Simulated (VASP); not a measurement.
Ge (diamond) relaxed at rising pressure, in one space group throughout; other phases were not tried. The pressures are those reached. Computed with PBE GGA, VASP's PBE PAW potentials (set 64) (plane waves; VASP).

```
P (GPa)  V (Å³/atom)    k-mesh
-------  -----------  --------
-0.08         23.886  11×11×11
5.01          22.187     8×8×8
9.91          21.060     8×8×8
20.11         19.398     9×9×9
30.07         18.253     9×9×9
```

A change of mesh leaves a small step in the series.

Fit an equation of state and predict the volume at 45.12 GPa.

Least squares on the third-order Birch-Murnaghan form, P = (3B0/2)(y⁷ − y⁵)[1 + (3/4)(B′ − 4)(y² − 1)] with y = (V0/V)^(1/3), gives V0 = 23.841 Å³/atom, B0 = 59 GPa and B′ = 4.8, and so 17.010 Å³/atom. The run gave 16.971 Å³/atom, -0.2 % from the fit.

Pressures at which the relaxation failed are left out.

The compound is Ge in the diamond structure.
